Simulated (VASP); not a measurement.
Here is the system:

```yaml
crystal:
  lattice:
    - [0.00000, 2.74735, 2.74735]
    - [2.74735, 0.00000, 2.74735]
    - [2.74735, 2.74735, 0.00000]
  atoms:
    - { symbol: As, position: [0.00000, 0.00000, 0.00000] }
    - { symbol: Pt, position: [0.50000, 0.50000, 0.50000] }
```

Computed with PBE GGA, VASP's PBE PAW potentials (set 64) (plane waves; VASP). Numerical set-up: EDIFF = 1E-5, 400 eV cut-off, 8×8×8 Γ-centred mesh, Gaussian smearing of 0.050 eV, potentials As Pt.

Unless said otherwise, spin-orbit coupling is left out, though it shifts the bands of the heavy elements here.

Question: Predict the energy per atom (σ→0), pressure, band gap (on the k-mesh) with the smallest direct gap where there is one.

Answer: 
```yaml
band gap (on the k-mesh): none (metal, semimetal or under 0.01 eV)
energy per atom (σ→0): -5.366 eV/atom
pressure: -142.9 kbar
```

Total energies compare only between runs with the same potentials, cut-off and functional.

The structure was generated: AsPt was put into the rocksalt type (Fm-3m), which need not be its known phase. The cell was not relaxed at this level. The run is one of a series of settings (EDIFF = 1E-5 against the base run), some of them coarse on purpose. The electron count is odd and the run is not spin-polarised, which forces a metal.
